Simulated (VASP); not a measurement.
Level of theory: LDA (Ceperley-Alder, Perdew-Zunger), VASP's LDA PAW potentials (set 64) (plane waves; VASP).

VASP ran on this input.

### KPOINTS
```
Automatic mesh
0
G
  3 3 2
0 0 0
```

### POSCAR
```
I
1
    2.3950000000    -3.6350000000     0.0000000000
    2.3950000000     3.6350000000     0.0000000000
    0.0000000000     0.0000000000     9.7900000000
I
4
Direct
  0.8460000000   0.8460000000   0.8830000000
  0.6540000000   0.6540000000   0.3830000000
  0.3460000000   0.3460000000   0.6170000000
  0.1540000000   0.1540000000   0.1170000000
```

INCAR:
```
# general
SYSTEM  = I
PREC    = Accurate
ENCUT   = 300
LREAL   = .FALSE.
LASPH   = .TRUE.

# electronic loop
EDIFF   = 1E-6
NELM    = 100
ALGO    = Normal
LMAXMIX = 4

# smearing
ISMEAR  = -1
SIGMA   = 0.02

# ions
ISIF    = 2

# output
LWAVE   = .FALSE.
LCHARG  = .FALSE.
```

POTCAR, in this order: I (LDA.64 set). Program: vasp_std.

Output

**OUTCAR**
```
 ion  position               nearest neighbor table
   1  0.846  0.846  0.883-   4 2.72   3 3.54   3 3.54
   2  0.654  0.654  0.383-   3 2.72   4 3.54   4 3.54
   3  0.346  0.346  0.617-   2 2.72   1 3.54   1 3.54
   4  0.154  0.154  0.117-   1 2.72   2 3.54   2 3.54
  LATTYP: Found a base centered orthorhombic cell.
 ALAT       =     4.7900000000
 B/A-ratio  =     1.5177453027
 C/A-ratio  =     2.0438413361
 Subroutine PRICEL returns:
 Original cell was already a primitive cell.
 Subroutine GETGRP returns: Found  8 space group operations
The static configuration has the point symmetry C_2h.
 The point group associated with its full space group is D_2h.
The dynamic configuration has the point symmetry C_2h.
 Subroutine INISYM returns: Found  8 space group operations
 Subroutine IBZKPT returns following result:
 Found      8 irreducible k-points:

 Following reciprocal coordinates:
            Coordinates               Weight
  0.000000  0.000000  0.000000      1.000000
  0.333333  0.000000  0.000000      4.000000
  0.333333  0.333333  0.000000      2.000000
 -0.333333  0.333333  0.000000      2.000000
...
```

File OSZICAR:
```
       N       E                     dE             d eps       ncg     rms          rms(c)
DAV:   1     0.125612449755E+03    0.12561E+03   -0.77246E+03   288   0.798E+02
DAV:   2     0.631239026201E+00   -0.12498E+03   -0.12378E+03   410   0.155E+02
DAV:   3    -0.793965198222E+01   -0.85709E+01   -0.85579E+01   338   0.489E+01
DAV:   4    -0.813627384167E+01   -0.19662E+00   -0.19660E+00   422   0.885E+00
DAV:   5    -0.813777161391E+01   -0.14978E-02   -0.14978E-02   336   0.645E-01    0.946E+00
DAV:   6    -0.793098042712E+01    0.20679E+00   -0.18012E-01   310   0.215E+00    0.633E+00
DAV:   7    -0.786708943491E+01    0.63891E-01   -0.42226E-01   306   0.326E+00    0.664E-01
DAV:   8    -0.785731945893E+01    0.97700E-02   -0.57565E-02   296   0.131E+00    0.327E-01
DAV:   9    -0.785739185928E+01   -0.72400E-04   -0.13172E-03   316   0.246E-01    0.164E-01
DAV:  10    -0.785738242404E+01    0.94352E-05   -0.18067E-04   306   0.804E-02    0.328E-02
DAV:  11    -0.785738011527E+01    0.23088E-05   -0.15299E-05   356   0.241E-02    0.734E-03
DAV:  12    -0.785737991766E+01    0.19761E-06   -0.20880E-06   164   0.820E-03
   1 F= -.78573799E+01 E0= -.78573799E+01  d E =-.438311E-11
```

### OUTCAR
```
------------------------ aborting loop because EDIFF is reached ----------------------------------------
  FORCE on cell =-STRESS in cart. coord.  units (eV):
  Direction    XX          YY          ZZ          XY          YZ          ZX
  --------------------------------------------------------------------------------------
  Total       -2.3756947     -0.5457376     -2.2959760      0.0000000      0.0000000      0.0000000
  in kB      -22.3294786     -5.1294621    -21.5801922      0.0000000      0.0000000      0.0000000
  external PRESSURE =     -16.3463777 kB  Pullay stress =       0.0000000 kB
  volume of cell :      170.46
      direct lattice vectors                 reciprocal lattice vectors
     2.395000000 -3.635000000  0.000000000     0.208768267 -0.137551582  0.000000000
     2.395000000  3.635000000  0.000000000     0.208768267  0.137551582  0.000000000
     0.000000000  0.000000000  9.790000000     0.000000000  0.000000000  0.102145046
 POSITION                                       TOTAL-FORCE (eV/Angst)
 -----------------------------------------------------------------------------------
      4.05234      0.00000      8.64457        -0.140620      0.000000     -0.355752
      3.13266      0.00000      3.74957         0.140620      0.000000     -0.355752
      1.65734      0.00000      6.04043        -0.140620      0.000000      0.355752
      0.73766      0.00000      1.14543         0.140620      0.000000      0.355752
 -----------------------------------------------------------------------------------
    total drift:                                0.000000     -0.000000      0.000000
  FREE ENERGIE OF THE ION-ELECTRON SYSTEM (eV)
  ---------------------------------------------------
  free  energy   TOTEN  =        -7.8573799177 eV

  energy  without entropy=       -7.8573799177  energy(sigma->0) =       -7.85737992
```
(Selected blocks of OUTCAR.)

The structure is a typed I crystal (Cmce). The cell was not relaxed at this level. The k-mesh is coarse (spacing up to 0.52 per Å, 2π included), so the numbers may not be converged in it. The run is one of a series of settings (GGA removed, POTCAR I (LDA.64 set) against the base run), some of them coarse on purpose.
